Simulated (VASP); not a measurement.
Output of a VASP run:

### OUTCAR
```
 ion  position               nearest neighbor table
   1  0.000  0.000  0.000-
  LATTYP: Found a body centered cubic cell.
 ALAT       =     4.5800000000
 Subroutine PRICEL returns:
 Original cell was already a primitive cell.
 Subroutine GETGRP returns: Found 48 space group operations
The static configuration has the point symmetry O_h .
The dynamic configuration has the point symmetry O_h .
 Subroutine INISYM returns: Found 48 space group operations
 Subroutine IBZKPT returns following result:
 Found     47 irreducible k-points:

 Following reciprocal coordinates:
            Coordinates               Weight
  0.000000  0.000000  0.000000      1.000000
  0.100000  0.000000  0.000000     12.000000
  0.200000  0.000000  0.000000     12.000000
  0.300000  0.000000  0.000000     12.000000
  0.400000  0.000000  0.000000     12.000000
  0.500000  0.000000  0.000000      6.000000
  0.100000  0.100000  0.000000     24.000000
  0.200000  0.100000 -0.000000     48.000000
  0.300000  0.100000  0.000000     48.000000
  0.400000  0.100000  0.000000     48.000000
  0.200000  0.200000  0.000000     24.000000
  0.300000  0.200000  0.000000     48.000000
  0.400000  0.200000  0.000000     24.000000
  0.300000  0.300000  0.000000     24.000000
  0.100000  0.100000  0.100000      8.000000
  0.200000  0.100000  0.100000     24.000000
  0.300000  0.100000  0.100000     24.000000
  0.400000  0.100000  0.100000     12.000000
 -0.100000  0.100000  0.100000      6.000000
  0.200000  0.200000  0.100000     24.000000
  0.300000  0.200000  0.100000     48.000000
 -0.200000  0.200000  0.100000     24.000000
  0.300000  0.300000  0.100000      8.000000
 -0.300000  0.300000  0.100000     24.000000
 -0.200000  0.300000  0.100000     24.000000
 -0.400000  0.400000  0.100000     24.000000
 -0.300000  0.400000  0.100000     48.000000
  0.500000  0.500000  0.100000     12.000000
 -0.400000  0.500000  0.100000     48.000000
 -0.300000  0.500000  0.100000     24.000000
 -0.400000 -0.400000  0.100000     24.000000
  0.200000  0.200000  0.200000      8.000000
  0.300000  0.200000  0.200000     12.000000
 -0.200000  0.200000  0.200000      6.000000
 -0.300000  0.300000  0.200000     24.000000
 -0.400000  0.400000  0.200000     24.000000
 -0.300000  0.400000  0.200000     24.000000
  0.500000  0.500000  0.200000     12.000000
 -0.400000  0.500000  0.200000     48.000000
 -0.400000 -0.400000  0.200000      8.000000
   k-points           NKPTS =     47   k-points in BZ     NKDIM =     47   number of bands    NBANDS=      8
   number of dos      NEDOS =    301   number of ions     NIONS =      1
   total plane-waves  NPLWV =  27000
   dimension x,y,z NGX =    30 NGY =   30 NGZ =   30
   dimension x,y,z NGXF=    60 NGYF=   60 NGZF=   60
   ions per type =               1
   PREC   = accura    normal or accurate (medium, high low for compatibility)
   ISTART =      0    job   : 0-new  1-cont  2-samecut
   ICHARG =      2    charge: 1-file 2-atom 10-const
   ISPIN  =      1    spin polarized calculation?
   LNONCOLLINEAR =      F non collinear calculations
   LSORBIT =      F    spin-orbit coupling
   INIWAV =      1    electr: 0-lowe 1-rand  2-diag
   ENCUT  =  520.0 eV  38.22 Ry    6.18 a.u.   7.37  7.37  7.37*2*pi/ulx,y,z
   NELM   =    100;   NELMIN=  2; NELMDL= -5     # of ELM steps
   EDIFF  = 0.1E-05   stopping-criterion for ELM
   LREAL  =      F    real-space projection
   NLSPLINE    = F    spline interpolate recip. space projectors
   LMAXMIX     =    6 max onsite mixed and CHGCAR
   VOSKOWN=      0    Vosko Wilk Nusair interpolation
   EDIFFG = -.1E-01   stopping-criterion for IOM
   NSW    =     60    number of steps for IOM
   NBLOCK =      1;   KBLOCK =     60    inner block; outer block
   IBRION =      2    ionic relax: 0-MD 1-quasi-New 2-CG
   NFREE  =      1    steps in history (QN), initial steepest desc. (CG)
...
```

**OSZICAR**
```
...
DAV:   2    -0.421408524989E+02    0.85331E-02   -0.32966E-02  1088   0.209E+00    0.283E-01
DAV:   3    -0.421377250249E+02    0.31275E-02   -0.37283E-02  1120   0.198E+00    0.972E-02
DAV:   4    -0.421358488345E+02    0.18762E-02   -0.13575E-02   816   0.124E+00    0.126E-01
DAV:   5    -0.421352090560E+02    0.63978E-03   -0.32700E-04   840   0.240E-01    0.698E-02
DAV:   6    -0.421347226672E+02    0.48639E-03   -0.41715E-04   752   0.277E-01    0.152E-02
DAV:   7    -0.421346281339E+02    0.94533E-04   -0.44576E-04   752   0.318E-01    0.261E-03
DAV:   8    -0.421346310019E+02   -0.28680E-05   -0.96970E-06   976   0.380E-02    0.177E-03
DAV:   9    -0.421346354938E+02   -0.44920E-05   -0.19989E-05   752   0.683E-02    0.289E-03
DAV:  10    -0.421346570785E+02   -0.21585E-04   -0.54903E-05   752   0.116E-01    0.143E-03
DAV:  11    -0.421346522717E+02    0.48069E-05   -0.13425E-05   752   0.541E-02    0.276E-04
DAV:  12    -0.421346512422E+02    0.10295E-05   -0.11961E-06   784   0.166E-02    0.491E-04
DAV:  13    -0.421346511638E+02    0.78347E-07   -0.87462E-08   384   0.353E-03
   3 F= -.42134651E+02 E0= -.42134545E+02  d E =-.308182E-01
       N       E                     dE             d eps       ncg     rms          rms(c)
DAV:   1    -0.422023743304E+02   -0.67723E-01   -0.13673E+00   800   0.123E+01    0.105E+00
DAV:   2    -0.421628449822E+02    0.39529E-01   -0.12577E-01  1080   0.407E+00    0.565E-01
DAV:   3    -0.421451953725E+02    0.17650E-01   -0.11738E-01  1120   0.343E+00    0.161E-01
DAV:   4    -0.421426338407E+02    0.25615E-02   -0.36764E-02   880   0.203E+00    0.242E-01
DAV:   5    -0.421409692942E+02    0.16645E-02   -0.10793E-03   824   0.406E-01    0.123E-01
DAV:   6    -0.421397565224E+02    0.12128E-02   -0.17668E-03   752   0.465E-01    0.853E-03
DAV:   7    -0.421396543432E+02    0.10218E-03   -0.44330E-04   752   0.309E-01    0.109E-02
DAV:   8    -0.421396991920E+02   -0.44849E-04   -0.17893E-05  1072   0.550E-02    0.131E-02
DAV:   9    -0.421397572250E+02   -0.58033E-04   -0.22694E-04   752   0.204E-01    0.866E-03
DAV:  10    -0.421397869463E+02   -0.29721E-04   -0.20811E-04   752   0.233E-01    0.393E-03
DAV:  11    -0.421397747948E+02    0.12151E-04   -0.43356E-05   752   0.101E-01    0.452E-03
DAV:  12    -0.421397661788E+02    0.86160E-05   -0.38233E-06   760   0.279E-02    0.328E-03
DAV:  13    -0.421397642061E+02    0.19727E-05   -0.15241E-06   808   0.168E-02    0.156E-03
DAV:  14    -0.421397628224E+02    0.13836E-05   -0.55270E-07   696   0.102E-02    0.184E-04
DAV:  15    -0.421397620785E+02    0.74396E-06   -0.13335E-07   376   0.605E-03
   4 F= -.42139762E+02 E0= -.42139433E+02  d E =-.359291E-01
       N       E                     dE             d eps       ncg     rms          rms(c)
DAV:   1    -0.421403501342E+02   -0.58731E-03   -0.11733E-02   840   0.113E+00    0.967E-02
DAV:   2    -0.421396745560E+02    0.67558E-03   -0.12552E-03  1080   0.406E-01    0.522E-02
DAV:   3    -0.421395774928E+02    0.97063E-04   -0.26482E-03   864   0.537E-01    0.312E-02
DAV:   4    -0.421393541807E+02    0.22331E-03   -0.14141E-03   752   0.388E-01    0.234E-02
DAV:   5    -0.421394434846E+02   -0.89304E-04   -0.32170E-05   864   0.782E-02    0.165E-02
DAV:   6    -0.421395849607E+02   -0.14148E-03   -0.11994E-04   752   0.139E-01    0.390E-03
DAV:   7    -0.421395559521E+02    0.29009E-04   -0.92606E-05   752   0.118E-01    0.235E-03
DAV:   8    -0.421395550491E+02    0.90304E-06   -0.81377E-07  1048   0.144E-02
   5 F= -.42139555E+02 E0= -.42139246E+02  d E =-.357221E-01
```

**OUTCAR**
```
------------------------ aborting loop because EDIFF is reached ----------------------------------------
  FORCE on cell =-STRESS in cart. coord.  units (eV):
  Direction    XX          YY          ZZ          XY          YZ          ZX
  --------------------------------------------------------------------------------------
  Total        0.0025035      0.0025035      0.0025035      0.0000000      0.0000000      0.0000000
  in kB        0.0951582      0.0951582      0.0951582      0.0000000      0.0000000      0.0000000
  external PRESSURE =       0.0951582 kB  Pullay stress =       0.0000000 kB
  volume of cell :       42.15
      direct lattice vectors                 reciprocal lattice vectors
    -2.192381146  2.192381146  2.192381146     0.000000000  0.228062534  0.228062534
     2.192381146 -2.192381146  2.192381146     0.228062534  0.000000000  0.228062534
     2.192381146  2.192381146 -2.192381146     0.228062534  0.228062534  0.000000000
 POSITION                                       TOTAL-FORCE (eV/Angst)
 -----------------------------------------------------------------------------------
      0.00000      0.00000     -0.00000         0.000000     -0.000000      0.000000
 -----------------------------------------------------------------------------------
    total drift:                                0.000000     -0.000000      0.000000
  FREE ENERGIE OF THE ION-ELECTRON SYSTEM (eV)
  ---------------------------------------------------
  free  energy   TOTEN  =       -42.1395550491 eV

  energy  without entropy=      -42.1386281154  energy(sigma->0) =      -42.13924607

 reached required accuracy - stopping structural energy minimisation
```
(Selected blocks of OUTCAR.)

**POSCAR**
```
Eu
1
   -2.2900000000     2.2900000000     2.2900000000
    2.2900000000    -2.2900000000     2.2900000000
    2.2900000000     2.2900000000    -2.2900000000
Eu
1
Direct
  0.0000000000   0.0000000000   0.0000000000
```

Q: Write an INCAR and KPOINTS that could have produced this output.

A: Several could match; the one computed here: the input of the run itself, SCAN meta-GGA, plane waves, VASP's PBE PAW potentials (set 64).

INCAR:
```
SYSTEM = Eu
PREC = Accurate; ENCUT = 520; LREAL = .FALSE.
LASPH = .TRUE.
EDIFF = 1E-6; NELM = 100; ALGO = Normal
LMAXMIX = 6; LMIXTAU = .TRUE.
ISMEAR = 1; SIGMA = 0.1
METAGGA = SCAN
IBRION = 2; NSW = 60; ISIF = 3
EDIFFG = -0.01
LWAVE = .FALSE.; LCHARG = .FALSE.
```

KPOINTS:
```
Automatic mesh
0
Gamma
 10 10 10
```

POTCAR, in this order: Eu_2 (PBE.64 set). Program: vasp_std.

The 4f electrons are frozen in the core of the lanthanide potential, so 4f levels, which can set the real gap, and their magnetism are missing. Energy and stress use the plane-wave basis of the starting cell.

The compound is Eu in the bcc structure. This run relaxes it. Symmetry was kept, so distortions that lower it aren't found.
